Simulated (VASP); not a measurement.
Here is a VASP 6.6.1 calculation.

INCAR

```
PREC = Accurate ; ENCUT = 600
EDIFF = 1E-6 ; ISMEAR = 0
SIGMA = 0.05 ; LREAL = False
LASPH = True ; NELM = 60
ALGO = Normal ; ISIF = 3
LWAVE = False ; LCHARG = False
GGA = PE ; IBRION = 2
NSW = 60 ; EDIFFG = -0.01
```

Contents of KPOINTS:

```
regular mesh
0
Gamma
  9 9 3
```

The input POSCAR:

```
SiC
1.0
    3.0940000000      0.0000000000      0.0000000000
   -1.5470000000      2.6794825993      0.0000000000
    0.0000000000      0.0000000000     10.1300000000
Si C
4 4
Direct
    0.0000000000      0.0000000000      0.0000000000
    0.3333333333      0.6666666667      0.2500000000
    0.0000000000      0.0000000000      0.5000000000
    0.6666666667      0.3333333333      0.7500000000
    0.0000000000      0.0000000000      0.1875000000
    0.3333333333      0.6666666667      0.4375000000
    0.0000000000      0.0000000000      0.6875000000
    0.6666666667      0.3333333333      0.9375000000
```

Potentials or basis: VASP PAW PBE potentials, release 64 (Si, C).

Command:

```console
$ cat potpaw_PBE.64/Si/POTCAR potpaw_PBE.64/C/POTCAR > POTCAR
$ mpirun -np 1 vasp_std > vasp.out
```

(1) What does it give for the band gap on the k mesh?

(2) Estimate the relaxed cell.

(3) Estimate the space group after relaxing (to 0.05 Å).

(4) Estimate the relaxed volume.

Answers

(1) 2.33 eV, indirect (least direct gap 3.42 eV).

(2) a = 3.093 Å, b = 3.093 Å, c = 10.127 Å, α = 90.00°, β = 90.00°, γ = 120.00°.

(3) P6_3mc (No. 186).

(4) 10.49 Å³/atom.

Caveat: an odd mesh through Γ misses points on the zone boundary, where band edges often lie.
